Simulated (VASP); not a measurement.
Consider the following.

```
Al2MgC2
1.0
    3.34691     0.00000     0.00000
   -1.67345     2.89851     0.00000
    0.00000     0.00000     5.74859
Mg Al C
1 2 2
Cartesian
  0.00000   0.00000   0.00000
  1.67346   0.96617   2.01207
  0.00000   1.93234   3.73653
  0.00000   1.93234   1.55258
  1.67346   0.96617   4.19601
```

Level of theory: PBEsol GGA, VASP's PBE PAW potentials (set 64) (plane waves; VASP 6.6.1). Numerical set-up: 400 eV cut-off, 8×8×4 Γ-centred mesh, Gaussian smearing of 0.010 eV, potentials Mg Al C.

At this cut-off the stress carries a Pulay error, which pulls relaxed volumes low.

### Question
Give the force on each atom (eV/Å).

### Answer

```
atom     Fx     Fy      Fz
----  -----  -----  ------
Mg1   0.000  0.000   0.000
Al2   0.000  0.000   0.012
Al3   0.000  0.000  -0.012
C4    0.000  0.000  -0.177
C5    0.000  0.000   0.177
```

### Question
Give the stress tensor in GPa (positive for a compressed cell).

### Answer

```
3.62  0.00  0.00
0.00  3.62  0.00
0.00  0.00  1.34
```
The pressure is its mean diagonal, 2.86 GPa.

The structure comes from a computed database's Al2MgC2 entry (P-3m1); how it stands against other phases isn't given here. The cell was not relaxed at this level.
